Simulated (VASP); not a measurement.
OSZICAR of a VASP run on NiSb (NiAs type):

File OSZICAR:
```
       N       E                     dE             d eps       ncg     rms          rms(c)
DAV:   1     0.171248102313E+03    0.17125E+03   -0.12669E+04  1824   0.164E+03
DAV:   2    -0.122653977258E+02   -0.18351E+03   -0.17854E+03  1845   0.325E+02
DAV:   3    -0.213534526993E+02   -0.90881E+01   -0.88010E+01  2099   0.889E+01
DAV:   4    -0.215985890872E+02   -0.24514E+00   -0.24329E+00  2088   0.138E+01
DAV:   5    -0.216064745744E+02   -0.78855E-02   -0.78843E-02  2191   0.256E+00    0.136E+01
DAV:   6    -0.237972216708E+02   -0.21907E+01   -0.33049E+01  1997   0.106E+02    0.162E+01
DAV:   7    -0.202078192388E+02    0.35894E+01   -0.12535E+01  1977   0.747E+01    0.413E+00
DAV:   8    -0.202620669936E+02   -0.54248E-01   -0.13783E+00  2476   0.102E+01    0.263E+00
DAV:   9    -0.201996327033E+02    0.62434E-01   -0.25639E-01  2038   0.895E+00    0.617E-01
DAV:  10    -0.202003398696E+02   -0.70717E-03   -0.85728E-03  1940   0.882E-01    0.449E-01
DAV:  11    -0.201999761538E+02    0.36372E-03   -0.57181E-04  2338   0.216E-01    0.126E-01
DAV:  12    -0.201998368247E+02    0.13933E-03   -0.44844E-04  2591   0.353E-01    0.274E-02
DAV:  13    -0.201998392787E+02   -0.24541E-05   -0.60247E-05  2458   0.720E-02    0.259E-02
DAV:  14    -0.201998384988E+02    0.77990E-06   -0.13934E-06  2292   0.153E-02    0.951E-03
DAV:  15    -0.201998385380E+02   -0.39121E-07   -0.23664E-07  1559   0.433E-03
   1 F= -.22477312E+02 E0= -.22477390E+02  d E =-.224773E+02
       N       E                     dE             d eps       ncg     rms          rms(c)
DAV:   1    -0.202007286218E+02   -0.89012E-03   -0.15126E-02  1920   0.100E+00    0.149E-01
DAV:   2    -0.202004544928E+02    0.27413E-03   -0.78192E-04  2424   0.511E-01    0.105E-01
DAV:   3    -0.202003821307E+02    0.72362E-04   -0.82103E-04  1985   0.561E-01    0.834E-02
DAV:   4    -0.202002705873E+02    0.11154E-03   -0.24546E-04  2360   0.286E-01    0.874E-03
DAV:   5    -0.202002720366E+02   -0.14493E-05   -0.26470E-05  1951   0.643E-02    0.567E-03
DAV:   6    -0.202002718337E+02    0.20287E-06   -0.93133E-07  2597   0.131E-02    0.387E-03
DAV:   7    -0.202002717177E+02    0.11601E-06   -0.10222E-07   963   0.260E-03    0.867E-04
DAV:   8    -0.202002717018E+02    0.15929E-07   -0.38227E-08   963   0.340E-03
   2 F= -.22477491E+02 E0= -.22477546E+02  d E =-.179317E-03
       N       E                     dE             d eps       ncg     rms          rms(c)
DAV:   1    -0.202005776642E+02   -0.30595E-03   -0.47658E-03  1914   0.563E-01    0.836E-02
DAV:   2    -0.202004906465E+02    0.87018E-04   -0.24136E-04  2421   0.283E-01    0.588E-02
DAV:   3    -0.202004691464E+02    0.21500E-04   -0.25777E-04  1993   0.315E-01    0.472E-02
DAV:   4    -0.202004335953E+02    0.35551E-04   -0.78729E-05  2339   0.162E-01    0.494E-03
DAV:   5    -0.202004340794E+02   -0.48404E-06   -0.82736E-06  1936   0.358E-02    0.315E-03
DAV:   6    -0.202004340110E+02    0.68359E-07   -0.25534E-07  1515   0.740E-03
   3 F= -.22477517E+02 E0= -.22477555E+02  d E =-.204823E-03
```

Problem. Which electronic solver shows in the log?

Solution. It is blocked Davidson (ALGO = Normal, or the opening steps of other solvers). The INCAR had ALGO = Normal.

Problem. How was spin treated?

Solution. Without spin polarisation: there is no mag entry.

Problem. Can the final energy be trusted as converged?

Solution. The calculation finished and met its thresholds. It stopped with EDIFF = 1E-7, NELM = 100, NSW = 30 and EDIFFG = -0.01 after 3 ionic steps (PBE GGA with D4 dispersion, plane waves, VASP's PBE PAW potentials (set 64)).

The compound is NiSb in the NiAs type structure. This cell is one point of a volume scan, at 0.97 of the reference volume. Symmetry was kept, so distortions that lower it aren't found. The run is not spin-polarised, so no magnetic state was tried.
